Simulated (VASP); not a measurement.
Output of a VASP run:

File OUTCAR:
```
 ion  position               nearest neighbor table
   1  0.000  0.000  0.000-   2 2.68   2 2.68   2 2.68   2 2.68   2 2.68   2 2.68
   2  0.667  0.333  0.500-   1 2.68   1 2.68   1 2.68   1 2.68   1 2.68   1 2.68
  LATTYP: Found a hexagonal cell.
 ALAT       =     3.5410980000
 C/A-ratio  =     0.9759503973
 Subroutine PRICEL returns:
 Original cell was already a primitive cell.
 Subroutine GETGRP returns: Found 12 space group operations
The static configuration has the point symmetry D_3h.
The dynamic configuration has the point symmetry D_3h.
 Subroutine INISYM returns: Found 12 space group operations
 Subroutine IBZKPT returns following result:
 Found     40 irreducible k-points:

 Following reciprocal coordinates:
            Coordinates               Weight
  0.000000  0.000000  0.000000      1.000000
  0.125000  0.000000  0.000000      6.000000
  0.250000  0.000000  0.000000      6.000000
  0.375000 -0.000000  0.000000      6.000000
  0.500000  0.000000  0.000000      3.000000
  0.125000  0.125000  0.000000      6.000000
  0.250000  0.125000  0.000000     12.000000
  0.375000  0.125000  0.000000     12.000000
  0.250000  0.250000  0.000000      6.000000
  0.375000  0.250000  0.000000      6.000000
  0.000000  0.000000  0.142857      2.000000
  0.125000  0.000000  0.142857     12.000000
  0.250000  0.000000  0.142857     12.000000
  0.375000 -0.000000  0.142857     12.000000
  0.500000  0.000000  0.142857      6.000000
  0.125000  0.125000  0.142857     12.000000
  0.250000  0.125000  0.142857     24.000000
  0.375000  0.125000  0.142857     24.000000
  0.250000  0.250000  0.142857     12.000000
  0.375000  0.250000  0.142857     12.000000
  0.000000  0.000000  0.285714      2.000000
  0.125000  0.000000  0.285714     12.000000
  0.250000  0.000000  0.285714     12.000000
  0.375000 -0.000000  0.285714     12.000000
  0.500000  0.000000  0.285714      6.000000
  0.125000  0.125000  0.285714     12.000000
  0.250000  0.125000  0.285714     24.000000
  0.375000  0.125000  0.285714     24.000000
  0.250000  0.250000  0.285714     12.000000
  0.375000  0.250000  0.285714     12.000000
  0.000000  0.000000  0.428571      2.000000
  0.125000  0.000000  0.428571     12.000000
  0.250000  0.000000  0.428571     12.000000
  0.375000 -0.000000  0.428571     12.000000
  0.500000  0.000000  0.428571      6.000000
  0.125000  0.125000  0.428571     12.000000
  0.250000  0.125000  0.428571     24.000000
  0.375000  0.125000  0.428571     24.000000
  0.250000  0.250000  0.428571     12.000000
  0.375000  0.250000  0.428571     12.000000
   k-points           NKPTS =     40   k-points in BZ     NKDIM =     40   number of bands    NBANDS=     13
   number of dos      NEDOS =    301   number of ions     NIONS =      2
   total plane-waves  NPLWV =  13824
   dimension x,y,z NGX =    24 NGY =   24 NGZ =   24
   dimension x,y,z NGXF=    48 NGYF=   48 NGZF=   48
   ions per type =               1   1
   PREC   = accura    normal or accurate (medium, high low for compatibility)
   ISTART =      0    job   : 0-new  1-cont  2-samecut
   ICHARG =      2    charge: 1-file 2-atom 10-const
   ISPIN  =      1    spin polarized calculation?
   LNONCOLLINEAR =      F non collinear calculations
   LSORBIT =      F    spin-orbit coupling
   INIWAV =      1    electr: 0-lowe 1-rand  2-diag
   ENCUT  =  450.0 eV  33.07 Ry    5.75 a.u.   6.12  6.12  5.98*2*pi/ulx,y,z
   NELM   =    100;   NELMIN=  2; NELMDL= -5     # of ELM steps
   EDIFF  = 0.1E-05   stopping-criterion for ELM
   LREAL  =      F    real-space projection
   NLSPLINE    = F    spline interpolate recip. space projectors
   LMAXMIX     =    4 max onsite mixed and CHGCAR
   VOSKOWN=      0    Vosko Wilk Nusair interpolation
   EDIFFG = 0.1E-04   stopping-criterion for IOM
   NSW    =      0    number of steps for IOM
   NBLOCK =      1;   KBLOCK =      1    inner block; outer block
...
```

**OSZICAR**
```
       N       E                     dE             d eps       ncg     rms          rms(c)
DAV:   1     0.125697565721E+03    0.12570E+03   -0.87894E+03  1040   0.119E+03
DAV:   2    -0.103203255270E+02   -0.13602E+03   -0.13261E+03  1270   0.391E+02
DAV:   3    -0.170026274589E+02   -0.66823E+01   -0.64848E+01  1722   0.692E+01
DAV:   4    -0.172855089497E+02   -0.28288E+00   -0.28141E+00  1432   0.137E+01
DAV:   5    -0.172978314044E+02   -0.12322E-01   -0.12313E-01  1804   0.261E+00    0.732E+00
DAV:   6    -0.162028096117E+02    0.10950E+01   -0.38674E+00  1714   0.183E+01    0.207E+00
DAV:   7    -0.161947466985E+02    0.80629E-02   -0.13013E-01  1240   0.330E+00    0.119E+00
DAV:   8    -0.161895950107E+02    0.51517E-02   -0.28078E-02  1556   0.138E+00    0.231E-01
DAV:   9    -0.161899631384E+02   -0.36813E-03   -0.32711E-03  1718   0.453E-01    0.124E-01
DAV:  10    -0.161899991233E+02   -0.35985E-04   -0.25991E-04  1471   0.190E-01    0.201E-02
DAV:  11    -0.161899879456E+02    0.11178E-04   -0.17201E-05  1560   0.460E-02    0.115E-02
DAV:  12    -0.161899868358E+02    0.11098E-05   -0.18245E-06  1031   0.197E-02    0.323E-03
DAV:  13    -0.161899869477E+02   -0.11193E-06   -0.38444E-07   730   0.853E-03
   1 F= -.16189987E+02 E0= -.16189414E+02  d E =-.114584E-02
```

**OUTCAR**
```
------------------------ aborting loop because EDIFF is reached ----------------------------------------
  FORCE on cell =-STRESS in cart. coord.  units (eV):
  Direction    XX          YY          ZZ          XY          YZ          ZX
  --------------------------------------------------------------------------------------
  Total       -1.9039993     -1.9039995     -1.2663212     -0.0000000     -0.0000000      0.0000000
  in kB      -81.2840096    -81.2840188    -54.0607705     -0.0000000     -0.0000000      0.0000000
  external PRESSURE =     -72.2095996 kB  Pullay stress =       0.0000000 kB
  volume of cell :       37.53
      direct lattice vectors                 reciprocal lattice vectors
     3.541098000  0.000000000  0.000000000     0.282398284  0.163042716  0.000000000
    -1.770549000  3.066681000  0.000000000     0.000000000  0.326085432  0.000000000
     0.000000000  0.000000000  3.455936000     0.000000000  0.000000000  0.289357210
 POSITION                                       TOTAL-FORCE (eV/Angst)
 -----------------------------------------------------------------------------------
      0.00000      0.00000      0.00000        -0.000000      0.000000      0.000000
      1.77055      1.02223      1.72797         0.000000      0.000000      0.000000
 -----------------------------------------------------------------------------------
    total drift:                               -0.000241      0.000138      0.000000
  FREE ENERGIE OF THE ION-ELECTRON SYSTEM (eV)
  ---------------------------------------------------
  free  energy   TOTEN  =       -16.1899869477 eV

  energy  without entropy=      -16.1888411074  energy(sigma->0) =      -16.18941403
```
(Selected blocks of OUTCAR.)

**POSCAR**
```
NbAs
1
    3.5410980000     0.0000000000     0.0000000000
   -1.7705490000     3.0666810000     0.0000000000
    0.0000000000     0.0000000000     3.4559360000
Nb As
1 1
Direct
  0.0000000000   0.0000000000   0.0000000000
  0.6666670000   0.3333330000   0.5000000000
```

Q: Reconstruct the remaining input files.

A: Several could match; the one computed here: the input of the run itself, PBE GGA, plane waves, VASP's PBE PAW potentials (set 64).

INCAR:
```
SYSTEM = NbAs
PREC = Accurate
ENCUT = 450
EDIFF = 1E-6
NELM = 100
ALGO = Normal
LREAL = .FALSE.
LASPH = .TRUE.
ISMEAR = 0
SIGMA = 0.05
GGA = PE
LMAXMIX = 4
LWAVE = .FALSE.
LCHARG = .FALSE.
ISIF = 2
```

### KPOINTS
```
Automatic mesh
0
Gamma
8 8 7
0 0 0
```

POTCAR, in this order: Nb_sv As (PBE.64 set). Program: vasp_std.

The structure was generated: NbAs was put into the WC type (P-6m2), which need not be its known phase. The cell was not relaxed at this level. The run is one of a series of settings (ENCUT = 450 against the base run), some of them coarse on purpose.
